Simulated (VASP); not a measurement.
Here is the system:

```yaml
crystal:
  lattice:
    - [1.56638, -2.71304, 0.00000]
    - [1.56638, 2.71304, 0.00000]
    - [0.00000, 0.00000, 3.48256]
  atoms:
    - { symbol: Hf, position: [0.00000, 0.00000, 0.00000] }
    - { symbol: B, position: [0.33333, 0.66667, 0.50000] }
    - { symbol: B, position: [0.66667, 0.33333, 0.50000] }
```

Method: rev-vdW-DF2, VASP's PBE PAW potentials (set 64) (plane waves; VASP). Numerical set-up: 520 eV cut-off, 13×13×10 Γ-centred mesh, tetrahedra with Blöchl corrections, potentials Hf_pv B.

The cores are frozen, which limits the accuracy of field gradients.

### Question
Give the principal components of the electric field gradient (V/Å²) and the asymmetry η at each nucleus.

### Answer

```csv
atom,Vxx,Vyy,Vzz,η
Hf1,-39.1,-39.1,78.2,0.00
B2,-0.9,-0.9,1.9,0.00
B3,-0.9,-0.9,1.9,0.00
```

The compound is HfB2 in the AlB2 type structure. It was relaxed first.
